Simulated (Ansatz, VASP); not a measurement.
## GaAgSnSe4 (I-4, 7 atoms in the cell) computed with different codes at matched settings

Self-consistent single point.

```yaml
crystal:
  lattice:
    - [-3.01917, 3.01917, 5.48449]
    - [3.01917, -3.01917, 5.48449]
    - [3.01917, 3.01917, -5.48449]
  atoms:
    - { symbol: Ga, position: [0.50000, 0.50000, 0.00000] }
    - { symbol: Ag, position: [0.25000, 0.75000, 0.50000] }
    - { symbol: Sn, position: [0.75000, 0.25000, 0.50000] }
    - { symbol: Se, position: [0.64710, 0.63460, 0.50038] }
    - { symbol: Se, position: [0.36540, 0.86578, 0.01250] }
    - { symbol: Se, position: [0.13422, 0.14672, 0.49962] }
    - { symbol: Se, position: [0.85328, 0.35290, 0.98750] }
```

Shared settings, as Ansatz (an electronic-structure program) writes them: kpoints.mp_grid.grid = 6 6 6; scf.occupations.method = fermi_dirac; scf.occupations.width = 0.01 eV. Potentials and cutoffs stand in the table.

```json
[
 {"code": "Ansatz", "model": "PBEsol, PAW files made with PBE", "pressure (GPa)": "-2.49", "largest force (eV/Å)": "0.110", "cutoff": "default"},
 {"code": "VASP", "model": "PBEsol, VASP's PBE PAW potentials (set 64)", "pressure (GPa)": "-2.52", "largest force (eV/Å)": "0.109", "cutoff": "300 eV"}
]
```

The spread over the programs that give each value: pressure within 0.03 GPa; largest force within 0.001 eV/Å.

Ansatz's pressure is given at a fixed set of plane waves, as the other plane-wave codes print theirs.

On the base mesh (3 3 3) the same programs gave: Ansatz pressure -2.49 GPa, gap on the mesh 0.787 eV; VASP pressure -2.52 GPa.

VASP's run is marked for a possible Pulay error in its stress at this cutoff; no cutoff test was made.

The starting cell comes from a database of computed structures (which also holds hypothetical and non-ambient phases and stackings), without a prior relaxation at this level.

Left out of this page: CP2K (on another mesh).

Keys are those of Ansatz 0.2.
